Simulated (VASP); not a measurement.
```
CELL_PARAMETERS angstrom
      3.02221     0.00000     0.00000
     -1.51111     2.61731     0.00000
      0.00000     0.00000     5.10649
ATOMIC_POSITIONS crystal
  B  0.00000 0.00000 0.00000
  B  0.00000 0.00000 0.50000
  P  0.33333 0.66667 0.25000
  P  0.66667 0.33333 0.75000
```

Calculation: PBEsol GGA, VASP's PBE PAW potentials (set 64) (plane waves; VASP). Run with 520 eV cut-off, 13×13×7 Γ-centred mesh, first-order Methfessel-Paxton smearing of 0.10 eV, potentials B P.

**Question.** What does the run give for the energy per atom (σ→0), band gap (on the k-mesh) with the smallest direct gap where there is one?

**Answer.** 
```yaml
band gap (on the k-mesh): none (metal, semimetal or under 0.01 eV)
energy per atom (σ→0): -5.721 eV/atom
```

Total energies compare only between runs with the same potentials, cut-off and functional.

The structure was generated: BP was put into the NiAs type type (P6_3/mmc), which need not be its known phase. It was relaxed first, which changed the volume by +19 %. The start is the result of an earlier pass.
